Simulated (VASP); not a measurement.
All values below come from PBE GGA, VASP's PBE PAW potentials (set 64) (plane waves; VASP).

A VASP calculation is set up with these files.

KPOINTS:
```
Automatic
0
Gamma
15 15 8
0 0 0
```

### POSCAR
```
Co
1
    1.2461332210    -2.1583662832     0.0000000000
    1.2461332210     2.1583662832     0.0000000000
    0.0000000000    -0.0000000000     4.0282944432
Co
2
Direct
  0.3333330000   0.6666670000   0.2500000000
  0.6666670000   0.3333330000   0.7500000000
```

**INCAR**
```
! general
SYSTEM  = Co
PREC    = Accurate
ENCUT   = 480
LREAL   = F
LASPH   = T

! electronic loop
EDIFF   = 1E-6
NELM    = 100
ALGO    = Normal
LMAXMIX = 4

! smearing
ISMEAR  = 1
SIGMA   = 0.1

! functional
GGA     = PE

! spin
ISPIN   = 2
MAGMOM  = 2*1.6

! ions
IBRION  = 2
NSW     = 60
ISIF    = 3
EDIFFG  = -0.01

! output
LWAVE   = F
LCHARG  = F
LORBIT  = 10
```

POTCAR, in this order: Co (PBE.64 set). Program: vasp_std.

What VASP printed:

OUTCAR:
```
 ion  position               nearest neighbor table
   1  0.333  0.667  0.250-   2 2.48   2 2.48   2 2.48   2 2.48   2 2.48   2 2.48
   2  0.667  0.333  0.750-   1 2.48   1 2.48   1 2.48   1 2.48   1 2.48   1 2.48
  LATTYP: Found a hexagonal cell.
 ALAT       =     2.4922666424
 C/A-ratio  =     1.6163176021
 Subroutine PRICEL returns:
 Original cell was already a primitive cell.
 Subroutine GETGRP returns: Found 24 space group operations
The static configuration has the point symmetry D_3d.
 The point group associated with its full space group is D_6h.
The dynamic configuration has the point symmetry D_3d.
The overall configuration has the point symmetry D_3d.
 Subroutine INISYM returns: Found 24 space group operations
 Subroutine IBZKPT returns following result:
 Found    135 irreducible k-points:

 Following reciprocal coordinates:
            Coordinates               Weight
  0.000000  0.000000  0.000000      1.000000
  0.066667  0.000000  0.000000      6.000000
  0.133333  0.000000  0.000000      6.000000
  0.200000  0.000000  0.000000      6.000000
  0.266667  0.000000  0.000000      6.000000
  0.333333  0.000000  0.000000      6.000000
  0.400000 -0.000000  0.000000      6.000000
  0.466667  0.000000  0.000000      6.000000
  0.066667  0.066667  0.000000      6.000000
  0.133333  0.066667  0.000000     12.000000
  0.200000  0.066667  0.000000     12.000000
  0.266667  0.066667  0.000000     12.000000
  0.333333  0.066667  0.000000     12.000000
  0.400000  0.066667  0.000000     12.000000
  0.466667  0.066667  0.000000      6.000000
  0.133333  0.133333  0.000000      6.000000
  0.200000  0.133333  0.000000     12.000000
  0.266667  0.133333  0.000000     12.000000
  0.333333  0.133333  0.000000     12.000000
  0.400000  0.133333  0.000000     12.000000
  0.200000  0.200000  0.000000      6.000000
  0.266667  0.200000  0.000000     12.000000
  0.333333  0.200000  0.000000     12.000000
  0.400000  0.200000  0.000000      6.000000
  0.266667  0.266667  0.000000      6.000000
  0.333333  0.266667  0.000000     12.000000
  0.333333  0.333333  0.000000      2.000000
  0.000000  0.000000  0.125000      2.000000
  0.066667  0.000000  0.125000     12.000000
  0.133333  0.000000  0.125000     12.000000
  0.200000  0.000000  0.125000     12.000000
  0.266667  0.000000  0.125000     12.000000
  0.333333  0.000000  0.125000     12.000000
  0.400000 -0.000000  0.125000     12.000000
  0.466667  0.000000  0.125000     12.000000
  0.066667  0.066667  0.125000     12.000000
  0.133333  0.066667  0.125000     24.000000
  0.200000  0.066667  0.125000     24.000000
  0.266667  0.066667  0.125000     24.000000
  0.333333  0.066667  0.125000     24.000000
   k-points           NKPTS =    135   k-points in BZ     NKDIM =    135   number of bands    NBANDS=     15
   number of dos      NEDOS =    301   number of ions     NIONS =      2
   total plane-waves  NPLWV =   9720
   dimension x,y,z NGX =    18 NGY =   18 NGZ =   30
   dimension x,y,z NGXF=    36 NGYF=   36 NGZF=   60
   ions per type =               2
   PREC   = accura    normal or accurate (medium, high low for compatibility)
   ISTART =      0    job   : 0-new  1-cont  2-samecut
   ICHARG =      2    charge: 1-file 2-atom 10-const
   ISPIN  =      2    spin polarized calculation?
   LNONCOLLINEAR =      F non collinear calculations
   LSORBIT =      F    spin-orbit coupling
   INIWAV =      1    electr: 0-lowe 1-rand  2-diag
   ENCUT  =  480.0 eV  35.28 Ry    5.94 a.u.   4.45  4.45  7.20*2*pi/ulx,y,z
   NELM   =    100;   NELMIN=  2; NELMDL= -5     # of ELM steps
   EDIFF  = 0.1E-05   stopping-criterion for ELM
...
```

### OSZICAR
```
       N       E                     dE             d eps       ncg     rms          rms(c)
DAV:   1     0.771351803289E+02    0.77135E+02   -0.79466E+03  8276   0.150E+03
DAV:   2    -0.140920508201E+02   -0.91227E+02   -0.84108E+02  8114   0.250E+02
DAV:   3    -0.161649207718E+02   -0.20729E+01   -0.20161E+01  9794   0.533E+01
DAV:   4    -0.161970824393E+02   -0.32162E-01   -0.32154E-01 11697   0.504E+00
DAV:   5    -0.161973100933E+02   -0.22765E-03   -0.22765E-03 10051   0.409E-01    0.148E+01
DAV:   6    -0.145089871206E+02    0.16883E+01   -0.13737E+01  8660   0.754E+01    0.733E+00
DAV:   7    -0.141039332690E+02    0.40505E+00   -0.19178E+00  9052   0.273E+01    0.385E+00
DAV:   8    -0.140883992212E+02    0.15534E-01   -0.22029E-02 11048   0.169E+00    0.190E+00
DAV:   9    -0.140726366410E+02    0.15763E-01   -0.57007E-03 11956   0.132E+00    0.627E-01
DAV:  10    -0.140731823975E+02   -0.54576E-03   -0.16552E-03 11110   0.602E-01    0.141E-01
DAV:  11    -0.140731162999E+02    0.66098E-04   -0.69439E-05 11125   0.116E-01    0.278E-02
DAV:  12    -0.140731126979E+02    0.36020E-05   -0.53172E-06  9000   0.246E-02    0.154E-02
DAV:  13    -0.140731120159E+02    0.68204E-06   -0.20410E-06  6387   0.226E-02
   1 F= -.14073112E+02 E0= -.14073200E+02  d E =-.140731E+02  mag=     3.2468
```

**OUTCAR**
```
------------------------ aborting loop because EDIFF is reached ----------------------------------------
  FORCE on cell =-STRESS in cart. coord.  units (eV):
  Direction    XX          YY          ZZ          XY          YZ          ZX
  --------------------------------------------------------------------------------------
  Total        0.0000545      0.0000545     -0.0124605      0.0000000      0.0000000     -0.0000000
  in kB        0.0040328      0.0040328     -0.9213069      0.0000000      0.0000000     -0.0000000
  external PRESSURE =      -0.3044138 kB  Pullay stress =       0.0000000 kB
  volume of cell :       21.67
      direct lattice vectors                 reciprocal lattice vectors
     1.246133221 -2.158366283  0.000000000     0.401241209 -0.231656695  0.000000000
     1.246133221  2.158366283  0.000000000     0.401241209  0.231656695  0.000000000
     0.000000000  0.000000000  4.028294443     0.000000000  0.000000000  0.248244018
 POSITION                                       TOTAL-FORCE (eV/Angst)
 -----------------------------------------------------------------------------------
      1.24613      0.71946      1.00707         0.000000     -0.000000      0.000000
      1.24613     -0.71946      3.02122         0.000000      0.000000      0.000000
 -----------------------------------------------------------------------------------
    total drift:                                0.000000      0.000000     -0.000028
  FREE ENERGIE OF THE ION-ELECTRON SYSTEM (eV)
  ---------------------------------------------------
  free  energy   TOTEN  =       -14.0731120159 eV

  energy  without entropy=      -14.0733752820  energy(sigma->0) =      -14.07319977

 total charge

# of ion       s       p       d       tot
------------------------------------------
    1        0.490   0.522   7.263   8.276
    2        0.490   0.522   7.263   8.276
--------------------------------------------------
tot          0.980   1.045  14.527  16.551

 magnetization (x)

# of ion       s       p       d       tot
------------------------------------------
    1       -0.014  -0.053   1.710   1.642
    2       -0.014  -0.053   1.710   1.642
--------------------------------------------------
tot         -0.028  -0.106   3.419   3.285

 reached required accuracy - stopping structural energy minimisation
```
(Selected blocks of OUTCAR.)

The compound is Co in the hcp structure. It was relaxed first. The start is the result of an earlier pass.
